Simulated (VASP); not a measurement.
Pd:

```
Pd
1.0
     0.00000    1.95865    1.95865
     1.95865    0.00000    1.95865
     1.95865    1.95865    0.00000
Pd
1
Direct
  0.00000 0.00000 0.00000
```

| Quantity | Value |
| --- | --- |
| Program | VASP 6.6.1 |
| Task | relaxation of cell and atoms |
| Functional | PBEsol |
| Potentials or basis | VASP PAW PBE potentials, release 64 (Pd) |
| Cutoff | 600 eV |
| k mesh | 6 × 6 × 6 |
| Occupations | gaussian, width 0.1 eV |
| Spin | no spin polarisation |

At the start: pressure -7.7 GPa; volume 15.03 Å³/atom.

Q: Where does the relaxation end?

A: Over 4 steps the energy falls by 15.2 meV/atom and the volume is 14.43 Å³/atom (-4.0 %); space group Fm-3m (No. 225, to 0.05 Å).

The path:
```tsv
step	energy change (eV)	largest force (eV/Å)	pressure (GPa)	volume (Å³)
1	0.0000	0.0000	-7.73	15.03
2	0.0297	0.0000	16.76	13.50
3	-0.0152	0.0000	-0.16	14.44
4	-0.0152	0.0000	0.01	14.43
```

Final structure:
```
Pd
1.0
     0.00000    1.93214    1.93214
     1.93214    0.00000    1.93214
     1.93214    1.93214    0.00000
Pd
1
Direct
  0.00000 0.00000 0.00000
```

Caveat: the k mesh is coarse (spacing up to 0.46 Å⁻¹), so the values aren't converged; the PAW data sets were made with another functional, which shifts forces and pressure a little.
